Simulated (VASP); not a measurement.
Data:

```
CELL_PARAMETERS angstrom
      4.23149     0.00000     0.00000
      0.00000     4.23149     0.00000
      0.00000     0.00000     4.23149
ATOMIC_POSITIONS crystal
  Ba 0.00000 0.00000 0.00000
  Zr 0.50000 0.50000 0.50000
  O  0.50000 0.00000 0.50000
  O  0.00000 0.50000 0.50000
  O  0.50000 0.50000 0.00000
```

Method: PBEsol GGA, VASP's PBE PAW potentials (set 64) (plane waves; VASP 6.6.1). Run with 520 eV cut-off, 5×5×5 Γ-centred mesh, Gaussian smearing of 0.050 eV, potentials Ba_sv Zr_sv O.

### Question
The job: BaZrO₃ (cubic perovskite), 5 atoms, PBEsol, static run, 520 eV, 5×5×5 Γ-centred mesh. Roughly how much core time does it take on a busy server core?

### Answer
About 10 core-seconds (one run on a shared machine, a rough figure). It had 10 irreducible k-points, 24 bands, up to 2052 plane waves and 15 electronic steps.

The compound is BaZrO3 in the cubic perovskite structure. This cell is one point of a volume scan, at 1.03 of the reference volume.
